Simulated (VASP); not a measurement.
Write the native input for VASP 6.6.1 that does the following.

```yaml
Task: single point
Functional: r2SCAN
Potentials_or_basis: VASP PAW PBE potentials, release 64 (Cd, Ag)
Cutoff: 520 eV
k_mesh: 5 × 4 × 6, shifted
Occupations: fermi-dirac, width 0.0157 eV
Spin: no spin polarisation
Dipole_correction: no
Further_INCAR_settings: ALGO = Normal; EDIFF = 1e-06; NBANDS = 24
```

CdAg2:

```
Cd Ag
1.0
     2.36930    4.09398    0.00308
    -2.39041    4.10617   -0.00406
     0.00495   -0.00040    3.29369
Cd Ag
1 2
Direct
  0.97925 0.05287 0.95511
  0.33350 0.34547 0.51234
  0.68724 0.67596 0.50083
```

The cell was built by a generator and needn't be a form met in nature.

The input as run:

POSCAR

```
CdAg2
1.0
    2.3692960000      4.0939770000      0.0030760000
   -2.3904110000      4.1061670000     -0.0040640000
    0.0049510000     -0.0003950000      3.2936940000
Cd Ag
1 2
Direct
    0.9792500000      0.0528730000      0.9551140000
    0.3334960000      0.3454730000      0.5123370000
    0.6872390000      0.6759620000      0.5008330000
```

INCAR.step1

```
SYSTEM = CdAg2
PREC = Accurate ; ENCUT = 520
ISMEAR = -1 ; SIGMA = 0.0157
LREAL = .False. ; LASPH = .True.
NELM = 100 ; NBANDS = 24
GGA = PE ; ALGO = Normal
EDIFF = 1E-4 ; LWAVE = .True.
LCHARG = .False.
```

INCAR.step2

```
SYSTEM = CdAg2
PREC = Accurate ; ENCUT = 520
EDIFF = 1E-6 ; ISMEAR = -1
SIGMA = 0.0157 ; LREAL = .False.
LASPH = .True. ; NELM = 100
ALGO = Normal ; ISIF = 2
LWAVE = .False. ; LCHARG = .True.
METAGGA = R2SCAN ; LMIXTAU = .True.
LELF = .True. ; LVHAR = .True.
NBANDS = 24 ; ISTART = 1
```

KPOINTS

```
Automatic mesh
0
Gamma
  5 4 6
  0 0 0.5
```

Potentials or basis: VASP PAW PBE potentials, release 64 (Cd, Ag).

The run is started by

```console
$ cat potpaw_PBE.64/Cd/POTCAR potpaw_PBE.64/Ag/POTCAR > POTCAR
$ cp INCAR.step1 INCAR
$ mpirun -np 1 vasp_std > vasp.out
$ cp INCAR.step2 INCAR
$ mpirun -np 1 vasp_std > vasp.out
```

It gave:

The pressure is -5.8 GPa and the largest force is 0.514 eV/Å. The band gap on the k mesh is none (metal or under the smearing width).

Caveat: the k mesh is coarse (spacing up to 0.38 Å⁻¹), so the values aren't converged; the PAW data sets were made with another functional, which shifts forces and pressure a little.

It took 110 s on 1 thread of Intel(R) Xeon(R) Platinum 8559C (Emerald Rapids) (shared host), peak memory 0.23 GiB.
